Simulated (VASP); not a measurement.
A convergence study with VASP on Mo (bcc): a few settings are varied, all else stays as given below, so the limit is that of these other settings. The cell's lengths are 1 % over those of the tabulated start, so it is off equilibrium.

```yaml
crystal:
  lattice:
    - [-1.59075, 1.59075, 1.59075]
    - [1.59075, -1.59075, 1.59075]
    - [1.59075, 1.59075, -1.59075]
  atoms:
    - { symbol: Mo, position: [0.00000, 0.00000, 0.00000] }
```

Computed with PBEsol GGA, VASP's PBE PAW potentials (set 64) (plane waves; VASP). The last row used: 550 eV cut-off, 14×14×14 Γ-centred mesh, first-order Methfessel-Paxton smearing of 0.10 eV, potentials Mo_sv.

```tsv
setting	E (eV/atom)	pressure (GPa)	electronic steps
ALGO = Normal, EDIFF = 1E-2	-11.7367	-11.91	8
ALGO = Normal, EDIFF = 1E-3	-11.7367	-12.02	9
ALGO = Normal, EDIFF = 1E-4	-11.7367	-12.01	9
ALGO = Normal, EDIFF = 1E-5	-11.7367	-11.54	10
ALGO = Normal, EDIFF = 1E-6	-11.7367	-11.49	11
ALGO = Normal, EDIFF = 1E-7	-11.7367	-11.49	11
ALGO = Normal, EDIFF = 1E-8	-11.7367	-11.49	13
ALGO = Normal, EDIFF = 1E-9	-11.7367	-11.49	14
ALGO = Fast, EDIFF = 1E-2	-11.7374	-18.15	8
ALGO = Fast, EDIFF = 1E-3	-11.7367	-12.92	9
ALGO = Fast, EDIFF = 1E-4	-11.7367	-11.04	10
ALGO = Fast, EDIFF = 1E-5	-11.7367	-11.48	11
ALGO = Fast, EDIFF = 1E-6	-11.7367	-11.48	12
ALGO = Fast, EDIFF = 1E-7	-11.7367	-11.49	14
ALGO = Fast, EDIFF = 1E-8	-11.7367	-11.49	16
ALGO = Fast, EDIFF = 1E-9	-11.7367	-11.49	17
ALGO = All, EDIFF = 1E-2	-11.7344	-12.54	10
ALGO = All, EDIFF = 1E-3	-11.7367	-11.49	12
ALGO = All, EDIFF = 1E-4	-11.7367	-11.43	13
ALGO = All, EDIFF = 1E-5	-11.7367	-11.47	14
ALGO = All, EDIFF = 1E-6	-11.7367	-11.49	16
ALGO = All, EDIFF = 1E-7	-11.7367	-11.49	17
ALGO = All, EDIFF = 1E-8	-11.7367	-11.49	19
ALGO = All, EDIFF = 1E-9	-11.7367	-11.49	21
```

Left out are rungs that failed or repeat a setting and relaxations that didn't move; long series are thinned to 24 rows.

The compound is Mo in the bcc structure. The cell was not relaxed at this level.
